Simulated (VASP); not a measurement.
Output of a VASP run:

File OUTCAR:
```
 ion  position               nearest neighbor table
   1  0.365  0.365  0.488-   8 2.05   5 2.34   6 2.36   6 2.36
   2  0.165  0.665  0.991-   5 2.30   5 2.30   7 2.30   6 2.33
   3  0.805  0.305  0.487-   8 2.15   8 2.15   7 2.38   6 2.41
   4  0.669  0.669  0.048-   8 2.02   5 2.33   7 2.34   7 2.34
   5  0.345  0.345  0.874-   2 2.30   2 2.30   4 2.33   1 2.34
   6  0.163  0.663  0.376-   2 2.33   1 2.36   1 2.36   3 2.41
   7  0.822  0.322  0.880-   2 2.30   4 2.34   4 2.34   3 2.38
   8  0.667  0.667  0.382-   4 2.02   1 2.05   3 2.15   3 2.15
  LATTYP: Found a simple monoclinic cell.
 ALAT       =     6.0547692721
 B/A-ratio  =     0.6124283164
 C/A-ratio  =     1.0624410968
 COS(beta)  =    -0.0035503263
 Subroutine PRICEL returns:
 Original cell was already a primitive cell.
 Subroutine GETGRP returns: Found  2 space group operations
The static configuration has the point symmetry C_1h.
The dynamic configuration has the point symmetry C_1h.
 Subroutine INISYM returns: Found  2 space group operations
 Subroutine IBZKPT returns following result:
 Found     28 irreducible k-points:

 Following reciprocal coordinates:
            Coordinates               Weight
  0.000000  0.000000  0.000000      1.000000
  0.333333 -0.000000  0.000000      2.000000
 -0.000000  0.166667 -0.000000      4.000000
  0.333333  0.166667  0.000000      2.000000
 -0.000000  0.333333  0.000000      4.000000
 -0.333333  0.333333 -0.000000      2.000000
 -0.000000  0.500000  0.000000      1.000000
  0.333333  0.500000  0.000000      2.000000
 -0.000000  0.000000  0.250000      2.000000
  0.333333 -0.000000  0.250000      2.000000
 -0.333333  0.000000  0.250000      2.000000
 -0.000000  0.166667  0.250000      4.000000
  0.333333  0.166667  0.250000      4.000000
 -0.333333  0.166667  0.250000      4.000000
 -0.000000  0.333333  0.250000      4.000000
  0.333333  0.333333  0.250000      4.000000
 -0.333333  0.333333  0.250000      4.000000
 -0.000000  0.500000  0.250000      2.000000
  0.333333  0.500000  0.250000      2.000000
 -0.333333  0.500000  0.250000      2.000000
 -0.000000  0.000000  0.500000      1.000000
  0.333333 -0.000000  0.500000      2.000000
 -0.000000  0.166667  0.500000      4.000000
  0.333333  0.166667  0.500000      2.000000
 -0.000000  0.333333  0.500000      4.000000
 -0.333333  0.333333  0.500000      2.000000
 -0.000000  0.500000  0.500000      1.000000
  0.333333  0.500000  0.500000      2.000000
   k-points           NKPTS =     28   k-points in BZ     NKDIM =     28   number of bands    NBANDS=     43
   number of dos      NEDOS =    301   number of ions     NIONS =      8
   total plane-waves  NPLWV =  72576
   dimension x,y,z NGX =    54 NGY =   28 NGZ =   48
   dimension x,y,z NGXF=   108 NGYF=   56 NGZF=   96
   ions per type =               4   3   1
   PREC   = accura    normal or accurate (medium, high low for compatibility)
   ISTART =      0    job   : 0-new  1-cont  2-samecut
   ICHARG =      2    charge: 1-file 2-atom 10-const
   ISPIN  =      1    spin polarized calculation?
   LNONCOLLINEAR =      F non collinear calculations
   LSORBIT =      F    spin-orbit coupling
   INIWAV =      1    electr: 0-lowe 1-rand  2-diag
   ENCUT  =  500.0 eV  36.75 Ry    6.06 a.u.  13.54  6.76 11.04*2*pi/ulx,y,z
   NELM   =    100;   NELMIN=  2; NELMDL= -5     # of ELM steps
   EDIFF  = 0.1E-05   stopping-criterion for ELM
   LREAL  =      F    real-space projection
   NLSPLINE    = F    spline interpolate recip. space projectors
   LMAXMIX     =    4 max onsite mixed and CHGCAR
   VOSKOWN=      0    Vosko Wilk Nusair interpolation
   EDIFFG = 0.1E-04   stopping-criterion for IOM
   NSW    =      0    number of steps for IOM
   NBLOCK =      1;   KBLOCK =      1    inner block; outer block
   IBRION =     -1    ionic relax: 0-MD 1-quasi-New 2-CG
   NFREE  =      0    steps in history (QN), initial steepest desc. (CG)
   ISIF   =      2    stress and relaxation
   ISYM   =      2    0-nonsym 1-usesym 2-fastsym
...
```

### OSZICAR
```
       N       E                     dE             d eps       ncg     rms          rms(c)
DAV:   1     0.612724482930E+03    0.61272E+03   -0.33182E+04  2408   0.204E+03
DAV:   2     0.552046091026E+02   -0.55752E+03   -0.54129E+03  2464   0.461E+02
DAV:   3    -0.279702149356E+02   -0.83175E+02   -0.82144E+02  2656   0.166E+02
DAV:   4    -0.319898747581E+02   -0.40197E+01   -0.40008E+01  2920   0.374E+01
DAV:   5    -0.320536037533E+02   -0.63729E-01   -0.63663E-01  2823   0.486E+00    0.157E+01
DAV:   6    -0.288044467381E+02    0.32492E+01   -0.10454E+01  3889   0.562E+01    0.111E+01
DAV:   7    -0.289267722694E+02   -0.12233E+00   -0.48060E+00  2542   0.119E+01    0.719E+00
DAV:   8    -0.289739448475E+02   -0.47173E-01   -0.11852E+00  3370   0.116E+01    0.233E+00
DAV:   9    -0.289171775479E+02    0.56767E-01   -0.49785E-01  3440   0.107E+01    0.721E-01
DAV:  10    -0.289174635562E+02   -0.28601E-03   -0.10002E-01  2752   0.310E+00    0.461E-01
DAV:  11    -0.289168818436E+02    0.58171E-03   -0.36206E-02  3079   0.130E+00    0.233E-01
DAV:  12    -0.289169410485E+02   -0.59205E-04   -0.35237E-03  2722   0.656E-01    0.189E-01
DAV:  13    -0.289171140446E+02   -0.17300E-03   -0.88238E-04  2982   0.758E-01    0.733E-02
DAV:  14    -0.289170349482E+02    0.79096E-04   -0.57238E-04  3154   0.588E-01    0.171E-02
DAV:  15    -0.289170459234E+02   -0.10975E-04   -0.16933E-04  3103   0.119E-01    0.167E-02
DAV:  16    -0.289170480075E+02   -0.20841E-05   -0.31215E-05  2881   0.811E-02    0.557E-03
DAV:  17    -0.289170487517E+02   -0.74424E-06   -0.48148E-06  2532   0.362E-02
   1 F= -.28917049E+02 E0= -.28917049E+02  d E =-.508327E-11
```

File OUTCAR:
```
------------------------ aborting loop because EDIFF is reached ----------------------------------------
  FORCE on cell =-STRESS in cart. coord.  units (eV):
  Direction    XX          YY          ZZ          XY          YZ          ZX
  --------------------------------------------------------------------------------------
  Total       -0.0650714     -0.0463604     -0.0601875      0.0162043     -0.0087798      0.0152074
  in kB       -0.7218564     -0.5142893     -0.6676779      0.1797586     -0.0973971      0.1687006
  external PRESSURE =      -0.6346079 kB  Pullay stress =       0.0000000 kB
  volume of cell :      144.43
      direct lattice vectors                 reciprocal lattice vectors
     3.716934277 -6.427732474 -0.011425603     0.134626402 -0.077726580  0.000275805
     1.854055915  3.211319416  0.000000001     0.269465917  0.155822283  0.000275805
    -0.009303136  0.005371169  6.054759743     0.000254046 -0.000146674  0.165159840
 POSITION                                       TOTAL-FORCE (eV/Angst)
 -----------------------------------------------------------------------------------
      2.02968     -1.17184      2.95041        -0.001359      0.000785     -0.011458
      1.83487      1.08152      6.00127         0.008358     -0.004825     -0.003377
      3.55122     -4.19118      2.94106        -0.001186      0.000685      0.006336
      3.72376     -2.14992      0.28590        -0.004882      0.002819      0.014702
      1.91406     -1.10508      5.28846         0.003205     -0.001850     -0.005278
      1.83361      1.08225      2.27632         0.004276     -0.002469      0.000809
      3.64222     -4.24372      5.31851         0.000479     -0.000277      0.009801
      3.71244     -2.14338      2.30832        -0.008890      0.005133     -0.011534
 -----------------------------------------------------------------------------------
    total drift:                                0.002975      0.003305      0.002287
  FREE ENERGIE OF THE ION-ELECTRON SYSTEM (eV)
  ---------------------------------------------------
  free  energy   TOTEN  =       -28.9170487517 eV

  energy  without entropy=      -28.9170487517  energy(sigma->0) =      -28.91704875
```
(Selected blocks of OUTCAR.)

File POSCAR:
```
Zn4OS3
1
    3.7169342771    -6.4277324744    -0.0114256031
    1.8540559147     3.2113194161     0.0000000006
   -0.0093031359     0.0053711686     6.0547597426
Zn S O
4 3 1
Direct
  0.3651457954   0.3651447955   0.4879773825
  0.1646138408   0.6646138408   0.9914758936
  0.8046649980   0.3046639979   0.4872623599
  0.6685015727   0.6685015727   0.0484797936
  0.3450353946   0.3450343946   0.8740903097
  0.1633602346   0.6633602346   0.3762632265
  0.8216558676   0.3216548676   0.8799521803
  0.6670262962   0.6670262962   0.3824988538
```

Problem. Write an INCAR and KPOINTS that could have produced this output.

Solution. Several could match; the one computed here: the input of the run itself, PBE GGA, plane waves, VASP's PBE PAW potentials (set 64).

**INCAR**
```
ALGO = Normal
EDIFF = 1E-6
ENCUT = 500
GGA = PE
ISMEAR = 0
LASPH = .TRUE.
LCHARG = .TRUE.
LMAXMIX = 4
LREAL = .FALSE.
LWAVE = .FALSE.
NELM = 100
PREC = Accurate
SIGMA = 0.05
SYSTEM = Zn4OS3
```

### KPOINTS
```
Automatic mesh
0
Gamma
3 6 4
0 0 0
```

POTCAR, in this order: Zn S O (PBE.64 set). Program: vasp_std.

The structure was generated: Zn4OS3 was put into an ordered model structure (Pm), which need not be its known phase. It was relaxed first.
